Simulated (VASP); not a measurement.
Input of a VASP 6.6.1 run:

The input INCAR:

```
ALGO = Normal
EDIFF = 1E-7
ENCUT = 520
GGA = PE
ISIF = 2
ISMEAR = -1
LASPH = T
LCHARG = F
LREAL = Auto
LWAVE = F
NBANDS = 64
NELM = 60
PREC = Accurate
SIGMA = 0.02
```

KPOINTS

```
k-points
0
Gamma
  1 1 1
```

File POSCAR:

```
ZnH16Cl2O8
1.0
    6.5061090000      0.0000000000      0.0000000000
    0.0000000000      6.5061090000      0.0000000000
    0.0000000000      0.0000000000      6.5061090000
O H Zn Cl
8 16 1 2
Direct
    0.4574931038      0.5038187955      0.4398174085
    0.7863993671      0.6166204716      0.6710001323
    0.5199574738      0.9346600249      0.4531279756
    0.4006388457      0.0809085738      0.8491250300
    0.1975835326      0.8124979154      0.2349484154
    0.7314663803      0.0488002891      0.1212245291
    0.6494818946      0.6053387670      0.0725472014
    0.9713793605     -0.0362428604      0.7398584930
    0.3287833020      0.4102144615      0.4508531904
    0.5388013020      0.5143473618      0.5688346137
    0.8650024154      0.5264897960      0.5850501429
    0.8056428197      0.5743063942      0.8072259472
    0.4681600016      0.9909302165      0.5813305618
    0.5131792289      0.7854003061      0.4627035913
    0.3406951836      0.2169038361      0.8634039178
    0.5362498538      0.0885782885      0.9246079339
    0.2461071587      0.6708003201      0.2332269564
    0.3022236486      0.8839692049      0.3182854760
    0.8496783561      0.1192725176      0.1846725900
    0.6410129311      0.0427444422      0.2488430489
    0.7141441989      0.7319735959      0.1341047314
    0.6166204716      0.5091061339      0.1831355730
    1.0006902743      0.0568081475      0.6203400527
    0.8826320002     -0.1438801594      0.6828966438
    0.1916352769      0.8312495226      0.9046728236
    1.1555447350      0.4938742957     -0.1046554861
    0.0836598342      0.2352097083      0.3999010776
```

Potentials or basis: VASP PAW PBE potentials, release 64 (O, H, Zn, Cl).

Launch:

```bash
$ cat potpaw_PBE.64/O/POTCAR potpaw_PBE.64/H/POTCAR potpaw_PBE.64/Zn/POTCAR potpaw_PBE.64/Cl/POTCAR > POTCAR
$ mpirun -np 1 vasp_gam > vasp.out
```

**Question.** Predict the pressure.

**Answer.** 1.8 GPa.

**Question.** Estimate the largest force.

**Answer.** 2.847 eV/Å.

Forces in eV/Å, atoms in the order of the input:
```
O   -0.625 -0.436  0.199
O   -1.393  1.153 -2.198
O   -0.073  0.182 -0.348
O    0.890 -0.969  0.142
O   -0.446 -0.246 -1.076
O   -0.948  0.066  1.082
O    0.601  1.105 -0.050
O    0.328  0.349  0.346
H    1.124  0.710  0.208
H   -0.406 -0.411 -0.323
H    0.821 -0.701 -0.523
H    0.081 -0.839  2.459
H   -0.037  0.351  0.503
H    0.182 -0.532  0.166
H   -0.533  0.752  0.005
H   -0.236 -0.270  0.163
H   -0.028 -0.316  0.193
H    0.150  0.604 -0.007
H    0.389  0.155 -0.386
H    0.433 -0.260 -0.878
H   -0.576 -1.110 -0.449
H    0.002  0.359  0.259
H    0.451  0.434 -0.106
H   -0.368 -0.834  0.005
Zn   0.067  0.471  0.578
Cl   0.445 -0.155  0.009
Cl  -0.295  0.389  0.025
```
